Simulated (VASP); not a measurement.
Calculation: PBE GGA, VASP's PBE PAW potentials (set 64) (plane waves; VASP 6.6.1).

The input files of a VASP run:

### POSCAR
```
Ge
1.0
  0.0000000000   2.8743122363   2.8743122363
  2.8743122363   0.0000000000   2.8743122363
  2.8743122363   2.8743122363   0.0000000000
Ge
2
direct
  0.0000000000   0.0000000000   0.0000000000
  0.2500000000   0.2500000000   0.2500000000
```

INCAR:
```
# general
SYSTEM  = Ge
PREC    = Accurate
ENCUT   = 500
LREAL   = .False.
LASPH   = .True.

# electronic loop
EDIFF   = 1E-6
NELM    = 100
ALGO    = Normal
LMAXMIX = 4

# smearing
ISMEAR  = 1
SIGMA   = 0.1

# functional
GGA     = PE

# ions
IBRION  = 2
NSW     = 40
ISIF    = 3
EDIFFG  = -0.02

# output
LWAVE   = .False.
LCHARG  = .False.
```

KPOINTS:
```
K-points
0
gamma
 11 11 11
```

POTCAR, in this order: Ge_d (PBE.64 set). Program: vasp_std.

What will the output report for the number of irreducible k-points (NKPTS), largest plane-wave count, number of space-group operations, FFT grid (NGX, NGY, NGZ)?

```yaml
number of irreducible k-points (NKPTS): 56
largest_plane_wave_count: 1243
number_of_space_group_operations: 48
FFT grid (NGX, NGY, NGZ): 30 × 30 × 30
```

The compound is Ge in the diamond structure. This run relaxes it. Symmetry was kept, so distortions that lower it aren't found.
